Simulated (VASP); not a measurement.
Runs of VASP 6.6.1 on TcSe2. It takes space group R-3m (No. 166, trigonal). Conventional cell: a = 3.857 Å, b = 3.857 Å, c = 17.491 Å, α = 90.00°, β = 90.00°, γ = 120.00°. Tc (site symmetry -3m) is surrounded by 6 Se at 2.64 Å. Se (site symmetry 3m) has 3 Tc at 2.64 Å as nearest neighbours. The cell was built by a generator and needn't be a form met in nature.

```tsv
level	spin	U	further INCAR settings	gap on the mesh (eV)	pressure (GPa)	moment (μB)	largest force (eV/Å)
PBEsol+U	collinear, ferromagnetic start	Tc d U = 5 eV	ALGO = Fast; EDIFF = 1e-06; NBANDS = 24	0.19	-4.2	3.00	0.34
r2SCAN+U	collinear, zero start	Tc d U = 7 eV	ALGO = Normal; EDIFF = 1e-06	none	(a)	0.00	(c)
r2SCAN+U	collinear, ferromagnetic start	Tc d U = 2 eV	ALGO = Normal; EDIFF = 1e-06	0.18	-4.1	3.00	0.44
PBEsol+U	collinear, random start	Tc d U = 5 eV	ALGO = Fast; EDIFF = 1e-06	0.19	-4.2	3.00	0.34
PBEsol+U	collinear, random start	Tc d U = 3 eV	ALGO = Normal; EDIFF = 1e-07	none	-6.2	2.99	(b)
```

Alike in all rows: task single point; potentials or basis VASP PAW PBE potentials, release 64 (Tc_pv, Se); cell as given; k mesh 6 × 6 × 6; cutoff (eV) 520; smearing gaussian 0.05 eV.

Question: Fill in the values left out.

Answer: (a) -9.7; (b) 0.54; (c) 0.77.

Caveats: the PAW data sets were made with another functional, which shifts forces and pressure a little.

A k mesh can miss the band edges, and the runs leave out spin-orbit coupling on Se, Tc.

A gap of «none» marks a metal or a gap under the smearing width.

Not every run made on this cell is shown here.
